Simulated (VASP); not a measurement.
All values below come from r2SCAN meta-GGA, VASP's PBE PAW potentials (set 64) (plane waves; VASP).

VASP input:

INCAR:
```
SYSTEM = CdTe
PREC = Accurate
ENCUT = 480
EDIFF = 1E-7
NELM = 100
ALGO = Normal
LREAL = .FALSE.
LASPH = .TRUE.
ISMEAR = 0
SIGMA = 0.05
METAGGA = R2SCAN
LMIXTAU = .TRUE.
LMAXMIX = 4
LWAVE = .FALSE.
LCHARG = .FALSE.
ISIF = 2
IBRION = 2
NSW = 30
EDIFFG = -0.01
```

**KPOINTS**
```
Automatic mesh
0
Gamma
6 6 6
0 0 0
```

POSCAR:
```
CdTe
1.0
  0.0000000000   3.2563992907   3.2563992907
  3.2563992907   0.0000000000   3.2563992907
  3.2563992907   3.2563992907   0.0000000000
Cd Te
1 1
Cartesian
  0.0000000000   0.0000000000   0.0000000000
  1.6281996454   1.6281996454   1.6281996454
```

POTCAR, in this order: Cd Te (PBE.64 set). Program: vasp_std.

Unless said otherwise, spin-orbit coupling is left out, though it shifts the bands of the heavy elements here.

### Question
Estimate the energy per atom (σ→0), band gap (on the k-mesh).

### Answer

The energy per atom (σ→0) comes out as -23.318 eV/atom and the band gap (on the k-mesh) is 1.22 eV.

OSZICAR:
```
...
DAV:  17    -0.466360104355E+02   -0.34628E-03   -0.25017E-04   416   0.147E-01    0.352E-03
DAV:  18    -0.466360197940E+02   -0.93585E-05   -0.15180E-05   491   0.331E-02    0.803E-03
DAV:  19    -0.466360194732E+02    0.32082E-06   -0.80604E-07   426   0.854E-03    0.226E-03
DAV:  20    -0.466360193127E+02    0.16055E-06   -0.14334E-07   352   0.401E-03    0.437E-03
DAV:  21    -0.466360195348E+02   -0.22210E-06   -0.21145E-07   416   0.482E-03    0.617E-04
DAV:  22    -0.466360197768E+02   -0.24204E-06   -0.69237E-08   298   0.261E-03    0.851E-04
DAV:  23    -0.466360197446E+02    0.32200E-07   -0.80651E-09   218   0.840E-04
   1 F= -.46636020E+02 E0= -.46636020E+02  d E =-.466360E+02
```

The compound is CdTe in the zinc blende structure. This cell was strained or had an atom moved on purpose.
